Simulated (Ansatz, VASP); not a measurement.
Ru2C: VASP beside Ansatz

```
Ru C
1.0
     0.00000    3.39871    3.39871
     3.39871    0.00000    3.39871
     3.39871    3.39871    0.00000
Ru C
4 2
Direct
  0.62500 0.62500 0.62500
  0.12500 0.62500 0.62500
  0.62500 0.62500 0.12500
  0.62500 0.12500 0.62500
  0.00000 0.00000 0.00000
  0.25000 0.25000 0.25000
```

Change from the starting cell: species swapped into the LaRu2 type (Fd-3m, No. 227).

Alike in both runs: task single point; functional PBE; k mesh 4 × 4 × 4; occupations gaussian, width 0.1 eV; no spin polarisation.

|  | VASP | Ansatz |
| --- | --- | --- |
| version | VASP 6.6.1 | Ansatz 0.2.0 |
| potentials or method | VASP PAW PBE potentials, release 64 (Ru_pv, C) | scalar-relativistic, plane waves, PAW |
| plane-wave cutoff (eV) | 520 | 420 |
| valence electrons in the cell | 64 | 72 |

VASP gave:

* gap on the k mesh at the Fermi level (eV): none
* pressure (GPa): 19.1

What did Ansatz give for the same quantities?

gap on the k mesh at the Fermi level (eV): none; pressure (GPa): 18.8.

A gap of «none» marks a metal or a gap that the smearing closes. The functional is the same, so the differences come from potentials, cutoffs and numerics. The two sets of potentials don't hold the same shells in valence.

Caveats: the k mesh is coarse (spacing up to 0.40 Å⁻¹), so the values aren't converged; so large a pressure means that the cell lies far from this level's equilibrium, or that cutoff or potentials fall short (VASP).
